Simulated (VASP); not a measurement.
# GW-BSE spectrum of NaCl, part 3 of 3

Aim: the optical spectrum of NaCl with the electron-hole interaction. The cell is of the rock-salt type, one of the forms listed for this formula. The start is a cell from a database of measured crystal structures.

VASP 6.6.1, plane waves and PAW; the level of theory is named at each step.

So far, quasiparticle gap on the mesh (eV): step 4 (G0W0) 7.90.

The database entry behind the starting cell differs from later determinations by our own check (an axis about 0.4 % short against later determinations), so it need not match the best structure at ambient conditions.

### Step 5. BSE, Tamm-Dancoff

This step: BSE on G0W0 on PBE; plane waves and PAW (Cl_GW, Na_sv_GW) (VASP 6.6.1).

The Bethe-Salpeter equation adds the screened attraction of electron and hole to the quasiparticle pairs; ANTIRES = 0 leaves out the coupling to antiresonant pairs.

Input file INCAR:

```
SYSTEM = NaCl
PREC = Accurate
ENCUT = 400
ISMEAR = 0
SIGMA = 0.01
LREAL = .FALSE.
GGA = PE
NBANDS = 104
ALGO = BSE
NBANDSO = 3
NBANDSV = 4
OMEGAMAX = 25
NEDOS = 1000
CSHIFT = 0.1
PRECFOCK = Fast
LWAVE = .FALSE.
LCHARG = .FALSE.
ENCUTGW = 100
ANTIRES = 0
```

Input file POSCAR:

```
NaCl
1.0
    0.0000000000      2.8100000000      2.8100000000
    2.8100000000      0.0000000000      2.8100000000
    2.8100000000      2.8100000000      0.0000000000
Cl Na
1 1
Direct
    0.5000000000      0.5000000000      0.5000000000
    0.0000000000      0.0000000000      0.0000000000
```

Input file KPOINTS:

```
Automatic mesh
0
Gamma
6 6 6
0 0 0
```

The projector-augmented-wave data sets are Cl_GW and Na_sv_GW (PBE family, release 64).

On the command line:

```console
$ mpirun -np 8 vasp_std
```

Output:

```text
[banner, memory and clock lines left out]
running    8 mpi-ranks, on    1 nodes
 distrk:  each k-point on    8 cores,    1 groups
 distr:  one band on    1 cores,    8 groups

 POSCAR found type information on POSCAR ClNa
 POSCAR found :  2 types and       2 ions
|                                                                             |
|           W    W    AA    RRRRR   N    N  II  N    N   GGGG   !!!           |
|           W    W   A  A   R    R  NN   N  II  NN   N  G    G  !!!           |
|           W    W  A    A  R    R  N N  N  II  N N  N  G       !!!           |
|           W WW W  AAAAAA  RRRRR   N  N N  II  N  N N  G  GGG   !            |
|           WW  WW  A    A  R   R   N   NN  II  N   NN  G    G                |
|           W    W  A    A  R    R  N    N  II  N    N   GGGG   !!!           |
|                                                                             |
|     For optimal performance we recommend to set                             |
|       NCORE = 2 up to number-of-cores-per-socket                            |
|     NCORE specifies how many cores store one orbital (NPAR=cpu/NCORE).      |
|     This setting can greatly improve the performance of VASP for DFT.       |
|     The default, NCORE=1 might be grossly inefficient on modern             |
|     multi-core architectures or massively parallel machines. Do your        |
|     Unfortunately you need to use the default for GW and RPA                |
|     calculations (for HF NCORE is supported but not extensively tested      |
|     yet).                                                                   |
|                                                                             |

|                                                                             |
|           W    W    AA    RRRRR   N    N  II  N    N   GGGG   !!!           |
|           W    W   A  A   R    R  NN   N  II  NN   N  G    G  !!!           |
|           W    W  A    A  R    R  N N  N  II  N N  N  G       !!!           |
|           W WW W  AAAAAA  RRRRR   N  N N  II  N  N N  G  GGG   !            |
|           WW  WW  A    A  R   R   N   NN  II  N   NN  G    G                |
|           W    W  A    A  R    R  N    N  II  N    N   GGGG   !!!           |
|                                                                             |
|     The default for ENCUTGWSOFT is different in this version of VASP.       |
|     please manually set ENCUTGWSOFT =100 in the INCAR file.                 |
|                                                                             |

 LDA part: xc-table for (Slater+PW92), standard interpolation
 found WAVECAR, reading the header
 POSCAR, INCAR and KPOINTS ok, starting setup
 FFT: planning ... GRIDC
 FFT: planning ... GRID_SOFT
 FFT: planning ... GRID
 reading WAVECAR
 the WAVECAR file was read successfully
 initial charge from wavefunction
 available memory per node:    134.21 GB, setting MAXMEM to    137435

 The Fermi energy was updated, please check that it is located mid-gap
 values below the HOMO (VB) or above the LUMO (CB) will cause erroneous energies
 E-fermi :   1.2815

 the WAVEDER file was read successfully
 responsefunction array rank=     120

 min. memory requirement per mpi rank    130.6 MB, per node   1044.6 MB

 Doing            0  frequencies on each core in blocks of            0
 Found all WFULLXXXX.tmp files
 reading now WFULL0001.tmp
 reading now WFULL0002.tmp
 reading now WFULL0003.tmp
 reading now WFULL0004.tmp
 reading now WFULL0005.tmp
 reading now WFULL0006.tmp
 reading now WFULL0007.tmp
 reading now WFULL0008.tmp
 reading now WFULL0009.tmp
 reading now WFULL0010.tmp
 reading now WFULL0011.tmp
 reading now WFULL0012.tmp
 reading now WFULL0013.tmp
 reading now WFULL0014.tmp
 reading now WFULL0015.tmp
 reading now WFULL0016.tmp
 parallelization over k-points
 Using distributed matrix
 Using distributed eigensolver
 allocating two-electron 4 orbital integral table    3    4    3    4
 BSE setting up matrix
 available memory per node:    134.08 GB, setting MAXMEM to    137296
 Calculate matrix elements of the BSE Hamiltonian:
 Workload is divided into blocks of two-electron 4 orbital integrals computed in
  parallel.
 Each block/integral has dimensions  of (   3,   4,   3,   4) orbitals
 Total number of blocks/integrals:                23436
 Number of spins:                                     1
 Number of kpoints:                                 216
 Spin channel:                                        1
  Number of blocks of unoccupied bands:               1
  Number of blocks of occupied bands:                 1
 Number of rows/columns of blocks:                  216

                                                        Time (sec)
               Integrals                 Ranks       Real         CPU
  [         1 -       1728/     23436]     8         1.13        0.00
  [      1729 -       3456/     23436]     8         2.27        0.00
  [      3457 -       5184/     23436]     8         3.40        0.00
  [      5185 -       6912/     23436]     8         4.55        0.00
  [      6913 -       8640/     23436]     8         5.72        0.00
  [      8641 -      10368/     23436]     8         6.85        0.00
  [     10369 -      12096/     23436]     8         7.95        0.00
  [     12097 -      13824/     23436]     8         9.04        0.00
  [     13825 -      15552/     23436]     8        10.15        0.00
  [     15553 -      17280/     23436]     8        11.30        0.00
  [     17281 -      19008/     23436]     8        12.46        0.00
  [     19009 -      20736/     23436]     8        13.60        0.00
  [     20737 -      22464/     23436]     8        14.73        0.00
  [     22465 -      23328/     23436]     8        15.28        0.00
  [     23329 -      23436/     23436]     8        15.41        0.00

 BSE redistributing all elements
 BSE diagonalizing matrix PDSYEVX_ZHEEVX_DESC
 BSE calculating oscillator strength
```

It took 20 s on 8 MPI ranks of Intel Xeon Platinum 8559C (Emerald Rapids), shared host; peak memory 2.1 GiB.

OUTCAR, selected parts (step 5):

```text
   NELECT =      16.0000    total number of electrons

 E-fermi :   1.2815

[... 8 parts as in an earlier step ...]

[... 2 further parts left out ...]
```

This step gave:

| Quantity | Value |
| --- | --- |
| lowest excitation | 6.904 eV |
| direct gap less the lowest excitation | 0.9914 eV |

The imaginary dielectric function, xx has structure finer than the step of the table below, so its rows give means over 0.5 eV, whole bins alone (the curve runs from 0 to 25 eV). Peaks (eV: height): 6.88: 6.00, 7.56: 8.51, 8.76: 6.33, 10.34: 4.46, 11.39: 3.87, 12.59: 4.03.

From 3 filled and 4 empty bands alone, without any pair above OMEGAMAX = 25 eV, so strength is missing wherever others contribute; lines are broadened by CSHIFT, which also makes the tail under the first line. The imaginary dielectric function, xx by photon energy; means over each step:

```
photon energy (eV)  imaginary dielectric function, xx
               0.5                            0.00163
               1.0                            0.00331
               1.5                            0.00514
               2.0                            0.00726
               2.5                            0.00972
               3.0                             0.0128
               3.5                             0.0168
               4.0                             0.0223
               4.5                             0.0306
               5.0                             0.0441
               5.5                             0.0703
               6.0                              0.140
               6.5                              0.646
               7.0                               3.12
               7.5                               4.18
               8.0                               1.04
               8.5                               2.39
               9.0                               2.95
               9.5                               1.57
              10.0                               2.90
              10.5                               3.31
              11.0                               2.76
              11.5                               3.11
              12.0                               2.12
              12.5                               3.03
              13.0                               2.25
              13.5                               2.01
              14.0                               1.44
              14.5                               1.65
              15.0                              0.758
              15.5                              0.443
              16.0                              0.338
              16.5                              0.256
              17.0                             0.0585
              17.5                             0.0593
              18.0                             0.0223
              18.5                             0.0164
              19.0                             0.0132
              19.5                             0.0110
              20.0                            0.00938
              20.5                            0.00812
              21.0                            0.00709
              21.5                            0.00626
              22.0                            0.00557
              22.5                            0.00500
              23.0                            0.00449
              23.5                            0.00406
              24.0                            0.00371
              24.5                            0.00339
```

Some of the lowest 40 states alone, with states under 2.5 meV apart joined, scaled to the strongest line shown. Exciton lines, with heights relative to the strongest:

```
position (eV)  lines merged  oscillator strength
        6.904             3                   72
        7.570             3                  100
        7.945             3                  0.0
        7.966             2                  0.0
        8.050             3                  0.0
        8.078             3                  0.0
        8.081             2                  0.0
        8.362             3                   19
        8.409             3                  0.0
        8.466             3                  0.0
        8.479             3                  0.0
        8.572             1                  0.0
        8.646             3                  1.9
        8.688             1                  0.0
        8.692             3                  0.0
```

The lowest excitation lies at 6.904 eV, -991 meV against the direct gap of these orbitals. No second mesh in this session tests these energies, peaks and heights.

### Step 6. Independent quasiparticles

This step: BSE on G0W0 on PBE, independent quasiparticles; plane waves and PAW (Cl_GW, Na_sv_GW) (VASP 6.6.1).

With LADDER and LHARTREE off the pairs don't interact at all, so the lowest line must equal the direct gap.

INCAR, as its differences from that of step 5:

```diff
@@ -19 +19,3 @@
 ANTIRES = 0
+LADDER = .FALSE.
+LHARTREE = .FALSE.
```

POSCAR is that of step 5.

KPOINTS is that of step 5.

On the command line:

```console
$ mpirun -np 8 vasp_std
```

Output:

```text
[banner, memory and clock lines left out]
 LDA part: xc-table for (Slater+PW92), standard interpolation
 found WAVECAR, reading the header
 POSCAR, INCAR and KPOINTS ok, starting setup
 FFT: planning ... GRIDC
 FFT: planning ... GRID_SOFT
 FFT: planning ... GRID
 reading WAVECAR
 the WAVECAR file was read successfully
 initial charge from wavefunction
 available memory per node:    134.41 GB, setting MAXMEM to    137633

 Doing            0  frequencies on each core in blocks of            0
 parallelization over k-points
 Using distributed matrix
 Using distributed eigensolver
 allocating two-electron 4 orbital integral table    3    4    3    4
 BSE setting up matrix
 available memory per node:    134.32 GB, setting MAXMEM to    137541
 Calculate matrix elements of the BSE Hamiltonian:
 Workload is divided into blocks of two-electron 4 orbital integrals computed in
  parallel.
 Each block/integral has dimensions  of (   3,   4,   3,   4) orbitals
 Total number of blocks/integrals:                23436
 Number of spins:                                     1
 Number of kpoints:                                 216
 Spin channel:                                        1
  Number of blocks of unoccupied bands:               1
  Number of blocks of occupied bands:                 1
 Number of rows/columns of blocks:                  216

                                                        Time (sec)
               Integrals                 Ranks       Real         CPU
  [         1 -       1728/     23436]     8         0.08        0.00
  [      1729 -       3456/     23436]     8         0.16        0.00
  [      3457 -       5184/     23436]     8         0.24        0.00
  [      5185 -       6912/     23436]     8         0.32        0.00
  [      6913 -       8640/     23436]     8         0.40        0.00
  [      8641 -      10368/     23436]     8         0.48        0.00
  [     10369 -      12096/     23436]     8         0.56        0.00
  [     12097 -      13824/     23436]     8         0.64        0.00
  [     13825 -      15552/     23436]     8         0.72        0.00
  [     15553 -      17280/     23436]     8         0.80        0.00
  [     17281 -      19008/     23436]     8         0.88        0.00
  [     19009 -      20736/     23436]     8         0.96        0.00
  [     20737 -      22464/     23436]     8         1.05        0.00
  [     22465 -      23328/     23436]     8         1.09        0.00
  [     23329 -      23436/     23436]     8         1.10        0.00

[... 7 parts as in an earlier step ...]
```

Wall time 5.4 s (8 MPI ranks); peak memory 1.9 GiB.

OUTCAR, selected parts (step 6):

```text
   NELECT =      16.0000    total number of electrons

 E-fermi :   1.2815

[... 8 parts as in an earlier step ...]

[... 2 further parts left out ...]
```

This step gave:

```
lowest excitation : 7.895 eV
```

The imaginary dielectric function, xx has structure finer than the step of the table below, so its rows give means over 1 eV, whole bins alone (the curve runs from 0 to 25 eV). Peaks (eV: height): 10.6: 3.28, 11.1: 4.67, 12.0: 3.89, 12.5: 5.71, 14.1: 4.55, 14.6: 4.35, 15.5: 3.82.

From 3 filled and 4 empty bands alone, without any pair above OMEGAMAX = 25 eV, so strength is missing wherever others contribute; lines are broadened by CSHIFT, which also makes the tail under the first line. Table of imaginary dielectric function, xx by photon energy; means over each step:

photon energy (eV), imaginary dielectric function, xx and a bar:
```
        1       0.00 
        2       0.00 
        3       0.01 
        4       0.01 
        5       0.01 
        6       0.02 
        7       0.04 
        8       0.20 ##
        9       0.89 #######
       10       1.41 ###########
       11       3.00 #######################
       12       3.45 ##########################
       13       3.47 ###########################
       14       3.93 ##############################
       15       2.87 ######################
       16       1.31 ##########
       17       0.64 #####
       18       0.10 #
       19       0.03 
       20       0.02 
       21       0.01 
       22       0.01 
       23       0.01 
       24       0.01
```

The lowest excitation lies at 7.895 eV, +991 meV against the Tamm-Dancoff singlet. No second mesh in this session tests these energies, peaks and heights.

### Step 7. Summary

This step: BSE on G0W0 on PBE; plane waves and PAW (VASP 6.6.1).

Derived from the runs above.

Cost is wall time times ranks on a shared host, for this step alone, without the steps before it. Excitations by level:

```
                     level  first excitation (eV)  cost (core minutes)
         BSE, Tamm-Dancoff                  6.904                 2.67
independent quasiparticles                  7.895                 0.72
```

### Step 8. Outcome

```yaml
bse_tamm_dancoff: lowest vertical excitation 6.904 eV; direct gap 7.895 eV
independent_quasiparticles: lowest vertical excitation 7.895 eV; direct gap 7.895 eV
```

The Bethe-Salpeter equation puts the lowest vertical singlet excitation at 6.904 eV, 0.99 eV below the direct gap of 7.895 eV; the states within 10 meV of it carry 72 % of the strength of the strongest such group among the lowest 40 states. Attraction and local fields together move the centre of weight of eps2 xx over the computed range by -2.30 eV against the run of independent quasiparticles. The spectra were run on one mesh, so the distance from the gap isn't shown to be converged; coarse meshes tend to overstate it. Bands, response cutoff and mesh of the GW step weren't tested in this session. Only the bands set by NBANDSO and NBANDSV form pairs, and any pair above OMEGAMAX = 25 eV is dropped, so the spectrum is that of this window; the window can cut degenerate bands. Not tabulated here, as repeats of values shown or as unfit to read for their mesh, reference level or band range: eps2 curves (empty bands); eps1 curves and static values (BSE, empty bands, independent quasiparticles); line lists of runs without attraction (independent quasiparticles).

[Lines on the potential files, build, host, timing and source positions are cut from VASP's logs without a mark.]

[Logs are printed without paths, hosts, clocks, repeated set-up lines and the standing remarks that a program may print on its own settings, such as how far it seeks lower states.]

[Hosts, paths, dates, database ids (printed as entryN), source tags and the programs' standing remarks are cut or masked in the printed files.]

[Pressures printed for these runs are not shown converged in the cutoff: they can be off by several GPa and have the wrong sign.]
